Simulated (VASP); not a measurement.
All values below come from PBE GGA, VASP's PBE PAW potentials (set 64) (plane waves; VASP).

VASP input:

### KPOINTS_OPT
```
k-points along high-symmetry lines
10
Line-mode
Reciprocal
  0.000000   0.000000   0.000000 ! GAMMA
  0.500000   0.000000   0.500000 ! X

  0.500000   0.000000   0.500000 ! X
  0.625000   0.250000   0.625000 ! U

  0.375000   0.375000   0.750000 ! K
  0.000000   0.000000   0.000000 ! GAMMA

  0.000000   0.000000   0.000000 ! GAMMA
  0.500000   0.500000   0.500000 ! L

  0.500000   0.500000   0.500000 ! L
  0.500000   0.250000   0.750000 ! W

  0.500000   0.250000   0.750000 ! W
  0.500000   0.000000   0.500000 ! X
```

**KPOINTS**
```
kpoints
0
G
8 8 8
```

### INCAR
```
SYSTEM  =  CuRu
PREC  =  Accurate; ENCUT  =  300; LREAL  =  .False.
LASPH  =  .True.
EDIFF  =  1E-6; NELM  =  100; ALGO  =  Normal
LMAXMIX  =  4
ISMEAR  =  0; SIGMA  =  0.05
GGA  =  PE
ISIF  =  2
LWAVE  =  .False.; LCHARG  =  .False.
```

### POSCAR
```
CuRu
3.9309150
  0.0000000000   0.7071068695   0.7071068695
  0.7071068695   0.0000000000   0.7071068695
  0.7071068695   0.7071068695   0.0000000000
Cu Ru
2 2
Cartesian
  1.0606603043   1.0606603043   1.0606603043
  0.7071068695   0.7071068695   0.7071068695
  0.0000000000   0.0000000000   0.0000000000
  0.3535534348   0.3535534348   0.3535534348
```

POTCAR, in this order: Cu Ru_pv (PBE.64 set). Program: vasp_std.

At this cut-off the stress carries a Pulay error, which pulls relaxed volumes low.

Problem. What does the run give for the energy per atom (σ→0), pressure, band gap (over mesh and band path)?

Solution. 
```
Property                                                               Value
----------------------------------  ----------------------------------------
energy per atom (σ→0)                                         -5699 meV/atom
band gap (over mesh and band path)  none (metal, semimetal or under 0.01 eV)
pressure                                                           70.12 GPa
```

OSZICAR:
```
...
DAV:  11    -0.227987081418E+02    0.13886E-03   -0.12332E-03  2550   0.338E-01    0.255E-01
DAV:  12    -0.227980169195E+02    0.69122E-03   -0.12195E-03  2588   0.103E+00    0.693E-02
DAV:  13    -0.227979693413E+02    0.47578E-04   -0.26876E-04  2706   0.313E-01    0.132E-02
DAV:  14    -0.227979699915E+02   -0.65014E-06   -0.95287E-06  2500   0.346E-02
   1 F= -.22797970E+02 E0= -.22796109E+02  d E =-.372168E-02
       N       E                     dE             ncg
       N       E                     dE             ncg
       N       E                     dE             ncg
```

The structure was generated: CuRu was put into an ordered model structure, which need not be its known phase. The cell was not relaxed at this level.
